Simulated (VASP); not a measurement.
```xyz
1
Lattice="0.0000 2.0227 2.0227 2.0227 0.0000 2.0227 2.0227 2.0227 0.0000" Properties=species:S:1:pos:R:3 pbc="T T T"
Ag     4.0455     4.0455     4.0455
```

Level of theory: PBEsol GGA, VASP's PBE PAW potentials (set 64) (plane waves; VASP). Settings: 480 eV cut-off, 14×14×14 Γ-centred mesh, first-order Methfessel-Paxton smearing of 0.10 eV, potentials Ag.

Each row applies one change to this cell, which was relaxed at other settings and keeps the small stress of the first row; at a fixed cut-off the stress holds a Pulay part, so it need not integrate to ΔE exactly. Stress is in GPa, positive when the cell is compressed.

| change | ΔE (meV/atom) | σxx | σyy | σzz | largest shear component, with its sign (GPa) | largest force (eV/Å) |
|---|---|---|---|---|---|---|
| none | 0.0 | 0.51 | 0.51 | 0.51 | 0.00 | 0.000 |
| biaxial strain of -1.5 % in the xy plane | ? | ? | ? | ? | ? | ? |
| isotropic strain of +4.0 % | 68.1 | -9.57 | -9.57 | -9.57 | 0.00 | 0.000 |
| biaxial strain of +0.5 % in the xy plane | 0.1 | -0.78 | -0.78 | -0.48 | 0.00 | 0.000 |
| isotropic strain of -0.5 % | ? | ? | ? | ? | ? | ? |
| uniaxial strain of -1.0 % along z | 1.4 | 1.55 | 1.55 | 2.26 | 0.00 | 0.000 |
| isotropic strain of -2.0 % | 28.4 | 9.38 | 9.38 | 9.38 | 0.00 | 0.000 |
| uniaxial strain of -1.5 % along y | 2.8 | 2.10 | 3.18 | 2.10 | 0.00 | 0.000 |

Q: What belongs in the gaps?

A: 
- isotropic strain of -0.5 %, ΔE (meV/atom): 2.3
- isotropic strain of -0.5 %, σxx: 2.44
- isotropic strain of -0.5 %, σyy: 2.44
- isotropic strain of -0.5 %, σzz: 2.44
- isotropic strain of -0.5 %, largest shear component, with its sign (GPa): 0.00
- isotropic strain of -0.5 %, largest force (eV/Å): 0.000
- biaxial strain of -1.5 % in the xy plane, ΔE (meV/atom): 8.2
- biaxial strain of -1.5 % in the xy plane, σxx: 4.94
- biaxial strain of -1.5 % in the xy plane, σyy: 4.94
- biaxial strain of -1.5 % in the xy plane, σzz: 3.86
- biaxial strain of -1.5 % in the xy plane, largest shear component, with its sign (GPa): 0.00
- biaxial strain of -1.5 % in the xy plane, largest force (eV/Å): 0.000

Failed runs are left out, and for metals the shear rows, which the mesh's noise covers.

The compound is Ag in the fcc structure.
